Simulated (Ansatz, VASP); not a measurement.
Two plane-wave programs on BaSi3

Contents of INCAR:

```
SYSTEM = BaSi3
ALGO     = Normal         ! electronic algorithm
EDIFF    = 1E-6           ! SCF threshold, eV
ENCUT    = 520            ! plane-wave cutoff, eV
GGA      = PE             ! functional
ISIF     = 2              ! what is computed and relaxed
ISMEAR   = 0              ! smearing method
LASPH    = .True.         ! aspherical terms in the spheres
LCHARG   = .False.        ! write CHGCAR
LREAL    = .False.        ! projectors in reciprocal space
LWAVE    = .False.        ! write WAVECAR
NBANDS   = 19             ! bands
NELM     = 80             ! most SCF steps
PREC     = Accurate       ! precision mode
SIGMA    = 0.05           ! smearing width, eV
```

Contents of KPOINTS:

```
k-points
0
Gamma
  8 8 8
  0 0 0
```

The input POSCAR:

```
BaSi3
1.0
    4.6320676646      0.0000000000      0.0000000000
    0.0000000000      4.6320676646      0.0000000000
    0.0000000000      0.0000000000      4.6320676646
Ba Si
1 3
Direct
    0.0000000000      0.0000000000      0.0000000000
    0.0000000000      0.5000000000      0.5000000000
    0.5000000000      0.5000000000      0.0000000000
    0.5000000000      0.0000000000      0.5000000000
```

Input for Ansatz:

```yaml
crystal:
  lattice:
    - [4.6320676646, 0.0, 0.0]
    - [0.0, 4.6320676646, 0.0]
    - [0.0, 0.0, 4.6320676646]
  atoms:
    - { symbol: Ba, position: [0.0, 0.0, 0.0] }
    - { symbol: Si, position: [0.0, 0.5, 0.5] }
    - { symbol: Si, position: [0.5, 0.5, 0.0] }
    - { symbol: Si, position: [0.5, 0.0, 0.5] }
basis:
  ecutwfc: 420
  ecutrho_ratio: 4
kpoints:
  mp_grid: { grid: [8, 8, 8] }
hamiltonian:
  xc: pbe
scf:
  occupations: { method: gaussian, width: 0.05 }
output:
  forces: true
  stress: true
  eigenvalues: true
```

Alike in both runs: task single point; functional PBE; k mesh 8 × 8 × 8; occupations gaussian, width 0.05 eV; no spin polarisation.

```csv
,VASP,Ansatz
version,VASP 6.6.1,Ansatz 0.2.0
potentials or method,"VASP PAW PBE potentials, release 64 (Ba_sv, Si)","scalar-relativistic, plane waves, PAW"
plane-wave cutoff (eV),520,420
valence electrons in the cell,22,22
```

|  | VASP | Ansatz | Ansatz less VASP |
| --- | --- | --- | --- |
| gap on the k mesh at the Fermi level (eV) | none | none | - |
| pressure (GPa) | -3.4 | -4.0 | -0.56 |

A gap of «none» marks a metal or a gap that the smearing closes. With one functional, cell and mesh, what is left measures potentials, basis and numerics.

The runs have no spin-orbit coupling, so splittings on Ba are missing.
